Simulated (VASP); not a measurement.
Consider the following.

```xyz
2
Lattice="0.0000 2.4395 2.4395 2.4395 0.0000 2.4395 2.4395 2.4395 0.0000" Properties=species:S:1:pos:R:3 pbc="T T T"
Ca     0.0000     0.0000     0.0000
O      2.4395     2.4395     2.4395
```

Method: PW91 GGA, VASP's PBE PAW potentials (set 64) (plane waves; VASP 6.6.1). Settings: 520 eV cut-off, 9×9×9 Γ-centred mesh, Gaussian smearing of 0.050 eV, potentials Ca_sv O.

### Question
Predict the energy per atom (σ→0), pressure.

### Answer

energy per atom (σ→0): -6.476 eV/atom
pressure: -2.97 GPa

The absolute energy has meaning only against runs of the same code, potentials and settings.

The compound is CaO in the rock salt structure. This cell is one point of a volume scan, at 1.03 of the reference volume.
